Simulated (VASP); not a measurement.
# Au: work function with PW91

Sheet: Au, a sheet with vacuum.

```
Au
1.0
     2.66227    0.00000    0.00000
     0.00000    2.66170    0.00000
     0.00000    0.00000   23.80000
Au
1
Cartesian
  0.0000 1.3309 7.0001
```

The cell was built by a generator and needn't be a form met in nature.

* Program: VASP 6.6.1
* Task: work function
* Functional: PW91
* Potentials or basis: VASP PAW PBE potentials, release 64 (Au)
* Cutoff: 520 eV
* k mesh: 10 × 10 × 1
* Occupations: fermi-dirac, width 0.05 eV
* Spin: no spin polarisation
* Dipole correction: yes
* Further INCAR settings: ALGO = Normal; EDIFF = 1e-06

* Band gap on the k mesh: none (metal or under the smearing width)
* Work function of the upper face: 5.81 eV
* Work function of the lower face: 5.81 eV

Levels at points of the mesh, in eV from the Fermi level:
| k point | band 1 | band 2 | band 3 | band 4 | band 5 | band 6 | band 7 | band 8 | band 9 |
| --- | --- | --- | --- | --- | --- | --- | --- | --- | --- |
| (0.00, 0.00, 0.00) | -6.41 | -5.45 | -2.62 | -1.30 | -1.30 | -0.67 | 1.86 | 5.45 | 5.99 |
| (0.50, 0.00, 0.00) | -5.06 | -3.84 | -2.31 | -1.81 | -1.06 | 1.78 | 3.96 | 6.80 | 9.75 |
| (0.00, 0.50, 0.00) | -5.06 | -3.84 | -2.31 | -1.81 | -1.06 | 1.79 | 3.97 | 6.81 | 9.75 |
| (0.50, 0.50, 0.00) | -5.26 | -3.24 | -3.24 | -1.42 | 0.63 | 6.70 | 6.70 | 9.41 | 12.02 |

It took 28 s on 1 thread of Intel(R) Xeon(R) 6975P-C (Granite Rapids), on a shared host, peak memory 0.27 GiB.

 Spin-orbit coupling is left out, which matters for the levels of Au.
